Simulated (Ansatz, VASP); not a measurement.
## Te2I3 in VASP and in Ansatz

The input INCAR:

```
SYSTEM = Te2I3
PREC = Accurate ; ENCUT = 520
EDIFF = 1E-6 ; ISMEAR = 0
SIGMA = 0.1 ; LREAL = .False.
LASPH = .True. ; NELM = 60
ALGO = Normal ; ISIF = 2
LWAVE = .False. ; LCHARG = .True.
GGA = PE ; LELF = .True.
LVHAR = .True. ; NBANDS = 24
```

Contents of KPOINTS:

```
regular mesh
0
Gamma
  3 3 4
  0 0 0
```

The input POSCAR:

```
Te2I3
1.0
    6.5811749600      0.0000000000      0.0000000000
   -3.2905874800      5.6994647100      0.0000000000
    0.0000000000      0.0000000000      6.0738232900
Te I
2 3
Direct
    0.3333333300      0.6666666700      0.5000000000
    0.6666666700      0.3333333300      0.5000000000
    0.5000000000      0.0000000000      0.0000000000
    0.0000000000      0.5000000000      0.0000000000
    0.5000000000      0.5000000000      0.0000000000
```

Input for Ansatz:

```yaml
crystal:
  lattice:
    - [6.58117496, 0.0, 0.0]
    - [-3.29058748, 5.69946471, 0.0]
    - [0.0, 0.0, 6.07382329]
  atoms:
    - { symbol: Te, position: [0.33333333, 0.66666667, 0.5] }
    - { symbol: Te, position: [0.66666667, 0.33333333, 0.5] }
    - { symbol: I, position: [0.5, 0.0, 0.0] }
    - { symbol: I, position: [0.0, 0.5, 0.0] }
    - { symbol: I, position: [0.5, 0.5, 0.0] }
basis:
  ecutwfc: 420
kpoints:
  mp_grid: { grid: [3, 3, 4] }
hamiltonian:
  xc: pbe
scf:
  occupations: { method: gaussian, width: 0.1 }
  lower_state_search: "off"
output:
  forces: true
  stress: true
  eigenvalues: true
```

Alike in both runs: task single point; functional PBE; k mesh 3 × 3 × 4; occupations gaussian, width 0.1 eV; no spin polarisation.

|  | VASP | Ansatz |
| --- | --- | --- |
| version | VASP 6.6.1 | Ansatz 0.2.0 |
| potentials or method | VASP PAW PBE potentials, release 64 (Te, I) | scalar-relativistic, plane waves, PAW |
| plane-wave cutoff (eV) | 520 | 420 |
| valence electrons in the cell | 33 | 83 |

|  | VASP | Ansatz | Ansatz less VASP |
| --- | --- | --- | --- |
| gap on the k mesh at the Fermi level (eV) | none | none | - |
| pressure (GPa) | -0.7 | -0.6 | +0.03 |
| largest component of the traceless stress (GPa) | 0.42 | 0.43 | +0.009 |

A gap of «none» marks a metal or a gap that the smearing closes. With one functional, cell and mesh, what is left measures potentials, basis and numerics. The two sets of potentials don't hold the same shells in valence.

Caveats: the k mesh is coarse (spacing up to 0.37 Å⁻¹), so the values aren't converged; this functional lacks dispersion, which binds the layers, so the pressure and a relaxed spacing across them are unreliable; an odd number of electrons without spin polarisation forces a metal; a magnetic or distorted state may lie lower. The runs have no spin-orbit coupling, so splittings on I, Te are missing.
